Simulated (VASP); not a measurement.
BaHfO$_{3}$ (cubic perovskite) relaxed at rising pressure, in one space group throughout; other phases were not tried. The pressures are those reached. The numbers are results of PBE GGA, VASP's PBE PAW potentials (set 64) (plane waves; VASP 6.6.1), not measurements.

```csv
P (GPa),V (Å³/atom),k-mesh
-0.01,14.810,5×5×5
4.96,14.387,5×5×5
9.97,14.016,6×6×6
20.00,13.399,6×6×6
29.99,12.900,6×6×6
```

A change of mesh leaves a small step in the series.

**Question.** Fit an equation of state and predict the volume at 44.91 GPa.

**Answer.** Least squares on the third-order Birch-Murnaghan form, P = (3B0/2)(y⁷ − y⁵)[1 + (3/4)(B′ − 4)(y² − 1)] with y = (V0/V)^(1/3), gives V0 = 14.810 Å³/atom, B0 = 161 GPa and B′ = 4.4, and so 12.296 Å³/atom. The run gave 12.297 Å³/atom, +0.0 % from the fit.

Pressures at which the relaxation failed are left out.

The compound is BaHfO3 in the cubic perovskite structure.
